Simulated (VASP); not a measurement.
# CsRe3 (Pmmm) in VASP: reference runs

How does CsRe3 come out in PBE? The cell is run as given.

All numbers are computed with VASP 6.6.1; they aren't measurements. Logs are shortened: lines on timing, memory, paths and dates and some standing lists are left out, and cuts for length are marked.

## Step 1: The crystal as given

It takes space group Pmmm (No. 47, orthorhombic). The conventional cell has a = 4.264 Å, b = 4.501 Å, c = 5.671 Å, α = 90.00°, β = 90.00°, γ = 90.00°. Cs (site symmetry mmm) is surrounded by 2 Re at 2.84 Å. Around Re (site symmetry 2mm) lie 1 Re at 1.93 Å. Re (site symmetry mmm) has 4 Re at 2.53 Å and 2 Cs at 2.84 Å as nearest neighbours.

The cell was built by a generator and needn't be a form met in nature.

## Step 2: Single point, PBE

INCAR

```
SYSTEM = CsRe3
PREC = Accurate
ENCUT = 520
EDIFF = 1E-7
ISMEAR = -1
SIGMA = 0.05
LREAL = .False.
LASPH = .True.
NELM = 80
ALGO = Normal
ISIF = 2
LWAVE = .False.
LCHARG = .False.
GGA = PE
NBANDS = 23
```

KPOINTS

```
regular mesh
0
Gamma
  6 6 5
  0 0 0
```

POSCAR

```
CsRe3
1.0
    4.2643526200      0.0000000000      0.0000000000
    0.0000000000      4.5008950500      0.0000000000
    0.0000000000      0.0000000000      5.6709167000
Cs Re
1 3
Direct
    0.5000000000      0.0000000000      0.5000000000
    0.7735900800      0.5000000000      0.0000000000
    0.2264099200      0.5000000000      0.0000000000
    0.5000000000      0.0000000000      0.0000000000
```

Potentials or basis: VASP PAW PBE potentials, release 64 (Cs_sv, Re).

Launch:

```sh
cat potpaw_PBE.64/Cs_sv/POTCAR potpaw_PBE.64/Re/POTCAR > POTCAR
mpirun -np 1 vasp_std > vasp.out
```

OUTCAR:

```text
SYSTEM = CsRe3
   PREC = Accurate
   ENCUT = 520
   EDIFF = 1E-7
   ISMEAR = -1
   LREAL = .False.
   LASPH = .True.
   NELM = 80
   ISIF = 2
   GGA = PE

 ion  position               nearest neighbor table
   1  0.500  0.000  0.500-   4 2.84   4 2.84
   2  0.774  0.500  0.000-   3 1.93   3 2.33   4 2.53   4 2.53
   3  0.226  0.500  0.000-   2 1.93   2 2.33   4 2.53   4 2.53
   4  0.500  0.000  0.000-   2 2.53   3 2.53   2 2.53   3 2.53   1 2.84   1 2.84

  LATTYP: Found a simple orthorhombic cell.
 ALAT       =     4.2643526200
 B/A-ratio  =     1.0554697163
 C/A-ratio  =     1.3298423478

  Lattice vectors:

 A1 = (   4.2643526200,   0.0000000000,   0.0000000000)
 A2 = (   0.0000000000,   4.5008950500,   0.0000000000)
 A3 = (   0.0000000000,   0.0000000000,   5.6709167000)

Analysis of symmetry for initial positions (statically):
=====================================================================
 Subroutine PRICEL returns:
 Original cell was already a primitive cell.

 Routine SETGRP: Setting up the symmetry group for a
 simple orthorhombic supercell.

 Subroutine GETGRP returns: Found  8 space group operations
 (whereof  8 operations were pure point group operations)
 out of a pool of  8 trial point group operations.

The static configuration has the point symmetry D_2h.

Analysis of symmetry for dynamics (positions and initial velocities):
=====================================================================
 Subroutine PRICEL returns:
 Original cell was already a primitive cell.

 Routine SETGRP: Setting up the symmetry group for a
 simple orthorhombic supercell.

 Subroutine GETGRP returns: Found  8 space group operations
 (whereof  8 operations were pure point group operations)
 out of a pool of  8 trial point group operations.

The dynamic configuration has the point symmetry D_2h.

 Subroutine INISYM returns: Found  8 space group operations
 (whereof  8 operations are pure point group operations),
 and found     1 'primitive' translations

----------------------------------------------------------------------------------------

                                     Primitive cell

  volume of cell :     108.8442

  direct lattice vectors                    reciprocal lattice vectors
     4.264352620  0.000000000  0.000000000     0.234502183  0.000000000  0.000000000
     0.000000000  4.500895050  0.000000000     0.000000000  0.222178031  0.000000000
     0.000000000  0.000000000  5.670916700     0.000000000  0.000000000  0.176338333

  length of vectors
     4.264352620  4.500895050  5.670916700     0.234502183  0.222178031  0.176338333

  position of ions in fractional coordinates (direct lattice)
     0.500000000  0.000000000  0.500000000
     0.773590080  0.500000000  0.000000000
     0.226409920  0.500000000  0.000000000
     0.500000000  0.000000000  0.000000000

  ion indices of the primitive-cell ions
   primitive index   ion index
                 1           1
                 2           2
                 3           3
                 4           4

----------------------------------------------------------------------------------------

 KPOINTS: regular mesh

Automatic generation of k-mesh.
 Grid dimensions read from file:
 generate k-points for:    6    6    5

 Generating k-lattice:

  Cartesian coordinates                     Fractional coordinates (reciprocal lattice)
     0.039083697  0.000000000  0.000000000     0.166666667  0.000000000  0.000000000
     0.000000000  0.037029672  0.000000000     0.000000000  0.166666667  0.000000000
     0.000000000  0.000000000  0.035267667     0.000000000  0.000000000  0.200000000

  Length of vectors
     0.039083697  0.037029672  0.035267667

  Shift w.r.t. Gamma in fractional coordinates (k-lattice)
     0.000000000  0.000000000  0.000000000

 Subroutine IBZKPT returns following result:
 ===========================================

 Found     48 irreducible k-points:

 Following reciprocal coordinates:
            Coordinates               Weight
  0.000000  0.000000  0.000000      1.000000
  0.166667  0.000000  0.000000      2.000000
  0.333333  0.000000  0.000000      2.000000
  0.500000  0.000000  0.000000      1.000000
  0.000000  0.166667  0.000000      2.000000
  0.166667  0.166667  0.000000      4.000000
[... 16 lines left out ...]
  0.333333  0.166667  0.200000      8.000000
  0.500000  0.166667  0.200000      4.000000
 [... further k-points ...]
   k-points           NKPTS =     48   k-points in BZ     NKDIM =     48   number of bands    NBANDS=     23
   number of dos      NEDOS =    301   number of ions     NIONS =      4
   total plane-waves  NPLWV =  48384
   dimension x,y,z NGX =    32 NGY =   36 NGZ =   42
   dimension x,y,z NGXF=    64 NGYF=   72 NGZF=   84
   ions per type =               1   3
   NGX,Y,Z   is equivalent  to a cutoff of  12.48, 13.30, 12.31 a.u.
   NGXF,Y,Z  is equivalent  to a cutoff of  24.95, 26.59, 24.63 a.u.
 SYSTEM =  CsRe3
   PREC   = accura    normal or accurate (medium, high low for compatibility)
   ISTART =      0    job   : 0-new  1-cont  2-samecut
   ICHARG =      2    charge: 1-file 2-atom 10-const
   ISPIN  =      1    spin polarized calculation?
   LNONCOLLINEAR =      F non collinear calculations
   LSORBIT =      F    spin-orbit coupling
   LASPH  =      T    aspherical Exc in radial PAW
   ENCUT  =  520.0 eV  38.22 Ry    6.18 a.u.   7.93  8.37 10.54*2*pi/ulx,y,z
   NELM   =     80;   NELMIN=  2; NELMDL= -5     # of ELM steps
   EDIFF  = 0.1E-06   stopping-criterion for ELM
   LREAL  =      F    real-space projection
   EDIFFG = 0.1E-05   stopping-criterion for IOM
   NSW    =      0    number of steps for IOM
   IBRION =     -1    ionic relax: 0-MD 1-quasi-New 2-CG
   NFREE  =      0    steps in history (QN), initial steepest desc. (CG)
   ISIF   =      2    stress and relaxation
   ISYM   =      2    0-nonsym 1-usesym 2-fastsym
   POTIM  = 0.5000    time-step for ionic-motion
   TEBEG  =    0.0;   TEEND  =   0.0 temperature during run
   PSTRESS=    0.0 pullay stress
   NELECT =      30.0000    total number of electrons
   NUPDOWN=      -1.0000    fix difference up-down
   EMIN   =  10.00;   EMAX   =-10.00  energy-range for DOS
   EFERMI =   0.00;   METHOD = LEGACY
   ISMEAR =    -1;   SIGMA  =   0.05  broadening in eV -4-tet -1-fermi 0-gaus
   EFERMI_NEDOS =   21; number of points for ismear=-14 and -15
   IALGO  =     38    algorithm
   IMIX   =      4    mixing-type and parameters
     AMIX     =   0.40;   BMIX     =  1.00
     AMIX_MAG =   1.60;   BMIX_MAG =  1.00
  volume/ion in A,a.u.               =      27.21       183.63
  Fermi-wavevector in a.u.,A,eV,Ry     =   1.065402  2.013318 15.443719  1.135081
  Thomas-Fermi vector in A             =   2.200952
   LORBIT       =      0    0 simple, 1 ext, 2 COOP (PROOUT), +10 PAW based schemes
   GGA     = PE    functional components
   LHFCALC =     F    Hartree Fock is set to
   AEXX    =    0.0000 exact exchange contribution
   IVDW    =     0    specifies the selected vdW correction
   LEPSILON=     F    determine dielectric tensor
   LRPA    =     F    only Hartree local field effects (RPA)
 non-spin polarized calculation
  energy-cutoff  :      520.00
  volume of cell :      108.84
 maximum number of plane-waves:      2956
 NGX is ok and might be reduce to    32
   NGX = 15   NGY = 17   NGZ = 21

 number of electron      30.0000001 magnetization

 Free energy of the ion-electron system (eV)
  ---------------------------------------------------
  ext. energy  EPLUGINS =         0.00000000
  ---------------------------------------------------
  free energy    TOTEN  =       -27.43461596 eV

  energy without entropy =      -27.39640941  energy(sigma->0) =      -27.41551268

 E-fermi :   3.3878     XC(G=0):  -9.8722

 val. band max:        3.3814901945   @ k =   0.1667   0.0000   0.2000
 cond. band min:       3.3878155282   @ k =   0.1667   0.0000   0.0000
 fundamental gap:      0.0063253337
 Fermi energy:         3.3877931829

 k-point     1 :       0.0000    0.0000    0.0000
  band No.  band energies     occupation
      1     -18.5161      2.00000
      2      -5.8763      2.00000
      3      -5.1145      2.00000
      4      -5.0101      2.00000
      5      -4.4062      2.00000
      6      -2.5715      2.00000
[... 15 lines left out ...]
     22       7.5177      0.00000
     23       9.0923      0.00000

 k-point     2 :       0.1667    0.0000    0.0000
  band No.  band energies     occupation
      1     -18.5042      2.00000
      2      -5.8523      2.00000
      3      -5.2041      2.00000
      4      -5.0959      2.00000
      5      -3.6542      2.00000
      6      -2.2126      2.00000
[... 15 lines left out ...]
     22       7.7536      0.00000
     23       8.5200      0.00000

 k-point     3 :       0.3333    0.0000    0.0000
  band No.  band energies     occupation
      1     -18.4801      2.00000
      2      -5.8035      2.00000
      3      -5.5457      2.00000
      4      -5.0585      2.00000
      5      -2.2044      2.00000
      6      -1.0215      2.00000
[... 15 lines left out ...]
     22       8.1505      0.00000
     23       8.1589      0.00000

 k-point     4 :       0.5000    0.0000    0.0000
  band No.  band energies     occupation
      1     -18.4680      2.00000
      2      -5.7787      2.00000
      3      -5.7005      2.00000
      4      -5.0397      2.00000
      5      -1.5131      2.00000
      6      -0.1878      2.00000
[... 15 lines left out ...]
     22       8.1384      0.00000
     23       8.4312      0.00000

 k-point     5 :       0.0000    0.1667    0.0000
  band No.  band energies     occupation
      1     -18.5088      2.00000
      2      -5.8670      2.00000
      3      -5.2889      2.00000
      4      -4.9969      2.00000
      5      -4.3109      2.00000
      6      -2.8310      2.00000
[... 15 lines left out ...]
     22       7.9350      0.00000
     23       9.0701      0.00000

 k-point     6 :       0.1667    0.1667    0.0000
  band No.  band energies     occupation
      1     -18.4970      2.00000
      2      -5.8424      2.00000
      3      -5.2637      2.00000
      4      -5.1770      2.00000
      5      -3.5800      2.00000
      6      -2.3751      2.00000
[... 15 lines left out ...]
     22       8.1363      0.00000
     23       8.5320      0.00000

 k-point     7 :       0.3333    0.1667    0.0000
  band No.  band energies     occupation
      1     -18.4731      2.00000
      2      -5.7925      2.00000
      3      -5.5213      2.00000
      4      -5.1992      2.00000
      5      -2.1760      2.00000
      6      -1.1919      2.00000
[... 353 lines left out ...]
     22       7.5776      0.00000
     23       7.8334      0.00000

 k-point    21 :       0.0000    0.1667    0.2000
  band No.  band energies     occupation
      1     -18.4915      2.00000
      2      -6.1986      2.00000
      3      -5.3092      2.00000
      4      -5.0133      2.00000
      5      -4.2738      2.00000
      6      -2.8148      2.00000
[... 15 lines left out ...]
     22       8.4678      0.00000
     23       9.0326      0.00000

 k-point    22 :       0.1667    0.1667    0.2000
  band No.  band energies     occupation
      1     -18.4797      2.00000
      2      -6.1629      2.00000
      3      -5.2840      2.00000
      4      -5.1938      2.00000
      5      -3.5315      2.00000
      6      -2.3671      2.00000
[... 15 lines left out ...]
     22       8.0749      0.00000
     23       8.7669      0.00000

 k-point    23 :       0.3333    0.1667    0.2000
  band No.  band energies     occupation
      1     -18.4559      2.00000
      2      -6.0964      2.00000
      3      -5.5286      2.00000
      4      -5.2280      2.00000
      5      -2.0865      2.00000
      6      -1.1903      2.00000
[... 15 lines left out ...]
     22       7.6654      0.00000
     23       8.2937      0.00000

 k-point    24 :       0.5000    0.1667    0.2000
  band No.  band energies     occupation
      1     -18.4439      2.00000
      2      -6.0638      2.00000
      3      -5.6799      2.00000
      4      -5.2028      2.00000
      5      -1.2992      2.00000
      6      -0.7969      2.00000
[... 15 lines left out ...]
     22       7.1398      0.00000
     23       8.1002      0.00000

 [... further k-points ...]

------------------------ aborting loop because EDIFF is reached ----------------------------------------

  FORCE on cell =-STRESS in cart. coord.  units (eV):
  Direction    XX          YY          ZZ          XY          YZ          ZX
  --------------------------------------------------------------------------------------
  -------------------------------------------------------------------------------------
  Total       29.4224447      3.7981688      9.0784164     -0.0000000      0.0000000      0.0000000
  in kB      433.0959014     55.9087236    133.6335235     -0.0000000      0.0000000      0.0000000
  external PRESSURE =     207.5460495 kB  Pullay stress =       0.0000000 kB

 VOLUME and BASIS-vectors are now :
 -----------------------------------------------------------------------------
  energy-cutoff  :      520.00
  volume of cell :      108.84
      direct lattice vectors                 reciprocal lattice vectors
     4.264352620  0.000000000  0.000000000     0.234502183  0.000000000  0.000000000
     0.000000000  4.500895050  0.000000000     0.000000000  0.222178031  0.000000000
     0.000000000  0.000000000  5.670916700     0.000000000  0.000000000  0.176338333

 POSITION                                       TOTAL-FORCE (eV/Angst)
 -----------------------------------------------------------------------------------
      2.13218      0.00000      2.83546        -0.000000      0.000000      0.000000
      3.29886      2.25045      0.00000        -6.996575     -0.000000      0.000000
      0.96549      2.25045      0.00000         6.996575     -0.000000     -0.000000
      2.13218      0.00000      0.00000        -0.000000      0.000000      0.000000
 -----------------------------------------------------------------------------------
    total drift:                               -0.000000     -0.000000      0.000000

  FREE ENERGIE OF THE ION-ELECTRON SYSTEM (eV)
  ---------------------------------------------------
  free  energy   TOTEN  =       -27.4346159613 eV

  energy  without entropy=      -27.3964094062  energy(sigma->0) =      -27.41551268
```

It took 4.1 min on 1 thread of Intel Xeon Platinum 8175M at 2.50GHz (Skylake/Cascade Lake), shared host; peak memory 0.27 GiB.

What came out:

* Free energy: -27.4346 eV
* Pressure: 20.8 GPa
* Largest force: 6.997 eV/Å
* Band gap on the k mesh: none (metal or under the smearing width)

Forces in eV/Å, atoms in the order of the input:
```
Cs   0.000  0.000  0.000
Re  -6.997  0.000  0.000
Re   6.997  0.000  0.000
Re   0.000  0.000  0.000
```

Caveat: so large a pressure means that the cell lies far from this level's equilibrium, or that cutoff or potentials fall short; forces of over 1 eV/Å show positions far from the minimum, so gaps and moduli don't describe the material at rest.
